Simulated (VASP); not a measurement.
A VASP calculation is set up with these files.

INCAR:
```
# general
SYSTEM    =  TiS2
PREC      =  Accurate
ENCUT     =  300   # plane-wave cut-off (eV)
LREAL     =  .FALSE.   # projection in real space or not
LASPH     =  .TRUE.   # aspherical one-centre terms

# electronic loop
EDIFF     =  1E-6   # SCF stop (eV)
NELM      =  100   # most electronic steps
ALGO      =  Normal
LMAXMIX   =  4

# smearing
ISMEAR    =  -1   # Fermi-Dirac
SIGMA     =  0.1   # width (eV)

# functional
GGA       =  PE   # PBE

# DFT+U
LDAU      =  .TRUE.
LDAUTYPE  =  2
LDAUL     =  2 -1
LDAUU     =  4.0 0
LDAUJ     =  0 0

# ions
ISIF      =  2

# output
LWAVE     =  .FALSE.
LCHARG    =  .FALSE.
```

### KPOINTS
```
Automatic mesh
0
Gamma
11 11 6
0 0 0
```

File POSCAR:
```
TiS2
1
    1.6698770000    -2.8923120000     0.0000000000
    1.6698770000     2.8923120000     0.0000000000
    0.0000000000     0.0000000000     5.5825800000
Ti S
1 2
Direct
  0.0000000000   0.0000000000   0.0000000000
  0.3333330000   0.6666670000   0.2500000000
  0.6666670000   0.3333330000   0.7500000000
```

POTCAR, in this order: Ti_sv S (PBE.64 set). Program: vasp_std.

Task: Translate this PBE+U calculation to Ansatz.

Result: One equivalent input (not run):
Ansatz 0.2 input:
```yaml
crystal:
  lattice:
    - [1.6698770, -2.8923120, 0.0000000]
    - [1.6698770, 2.8923120, 0.0000000]
    - [0.0000000, 0.0000000, 5.5825800]
  atoms:
    - { symbol: Ti, position: [0.0000000, 0.0000000, 0.0000000] }
    - { symbol: S, position: [0.3333330, 0.6666670, 0.2500000] }
    - { symbol: S, position: [0.6666670, 0.3333330, 0.7500000] }
kpoints:
  mp_grid: { grid: [11, 11, 6] }
hamiltonian:
  xc: pbe
  pseudopotentials: { kind: paw }
  hubbard:
    sites:
      - { species: Ti, l: d, u_eff: 4 }
scf:
  occupations: { method: fermi_dirac, width: 0.1 }
  max_iter: 100
output: { forces: true, stress: true, eigenvalues: true }
```
What does not carry over: each code has its own PAW files, so the cut-off isn't converted (ENCUT is set for VASP's; basis.ecutwfc is left out, and Ansatz then takes the one that its files recommend); Ansatz stops its SCF on the density residual and VASP on the energy change (EDIFF); the +U projectors differ, so the same U acts differently.

The structure is a typed TiS2 crystal. The cell was not relaxed at this level. The run is one of a series of settings (LDAU = .TRUE., LDAUJ = 0 0, LDAUL = 2 -1, LDAUTYPE = 2, LDAUU = 4.0 0 against the base run), some of them coarse on purpose.
